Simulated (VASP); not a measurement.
Input:

```yaml
crystal:
  lattice:
    - [3.46444, 0.00000, 0.00000]
    - [-1.73222, 3.00030, 0.00000]
    - [0.00000, 0.00000, 19.45633]
  atoms:
    - { symbol: Te, position: [0.33333, 0.66667, 0.59244] }
    - { symbol: Te, position: [0.33333, 0.66667, 0.40756] }
    - { symbol: Mo, position: [0.66667, 0.33333, 0.50000] }
```

Computed with LDA (Ceperley-Alder, Perdew-Zunger), VASP's LDA PAW potentials (set 64) (plane waves; VASP). Settings: PREC = Normal, 400 eV cut-off, 12×12×1 Γ-centred mesh, Gaussian smearing of 0.050 eV, potentials Te Mo_sv.

Unless said otherwise, spin-orbit coupling is left out, though it shifts the bands of the heavy elements here.

Estimate the energy per atom (σ→0), band gap (on the k-mesh) with the smallest direct gap where there is one.

- band gap (on the k-mesh): 1.25 eV
- smallest direct gap (on the k-mesh): 1.25 eV
- energy per atom (σ→0): -6.823 eV/atom

Only differences to runs with the same potentials and settings are physical.

The cell is a sheet with vacuum, built from MoTe2 (2H layered).
